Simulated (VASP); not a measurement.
VASP ran on this input.

POSCAR:
```
KI
1
    4.4460000000     0.0000000000     0.0000000000
    0.0000000000     4.4460000000     0.0000000000
    0.0000000000     0.0000000000     4.4460000000
K I
1 1
Direct
  0.0000000000   0.0000000000   0.0000000000
  0.5000000000   0.5000000000   0.5000000000
```

KPOINTS:
```
Automatic mesh
0
Gamma
6 6 6
0 0 0
```

INCAR:
```
SYSTEM = KI
PREC = Accurate
ENCUT = 400
EDIFF = 1E-6
NELM = 100
ALGO = Normal
LREAL = .FALSE.
LASPH = .TRUE.
ISMEAR = 0
SIGMA = 0.05
GGA = PS
LMAXMIX = 4
LWAVE = .FALSE.
LCHARG = .FALSE.
IBRION = 2
ISIF = 3
NSW = 60
EDIFFG = -0.01
```

POTCAR, in this order: K_sv I (PBE.64 set). Program: vasp_std.

Question: Translate this PBEsol calculation to Ansatz.

Answer: One equivalent input (not run):
Ansatz 0.2 input:
```yaml
crystal:
  lattice:
    - [4.4460000, 0.0000000, 0.0000000]
    - [0.0000000, 4.4460000, 0.0000000]
    - [0.0000000, 0.0000000, 4.4460000]
  atoms:
    - { symbol: K, position: [0.0000000, 0.0000000, 0.0000000] }
    - { symbol: I, position: [0.5000000, 0.5000000, 0.5000000] }
kpoints:
  mp_grid: { grid: [6, 6, 6] }
hamiltonian:
  xc: pbesol
  pseudopotentials: { kind: paw }
scf:
  occupations: { method: gaussian, width: 0.05 }
  max_iter: 100
relax:
  max_steps: 60
  f_tol: 0.01
  cell: {}
output: { forces: true, stress: true, eigenvalues: true }
```
Limits of the translation: each code has its own PAW files, so the cut-off isn't converted (ENCUT is set for VASP's; basis.ecutwfc is left out, and Ansatz then takes the one that its files recommend); Ansatz stops its SCF on the density residual and VASP on the energy change (EDIFF).

The structure was generated: KI was put into the CsCl type type (Pm-3m), which need not be its known phase. This run relaxes it. Symmetry was kept, so distortions that lower it aren't found.
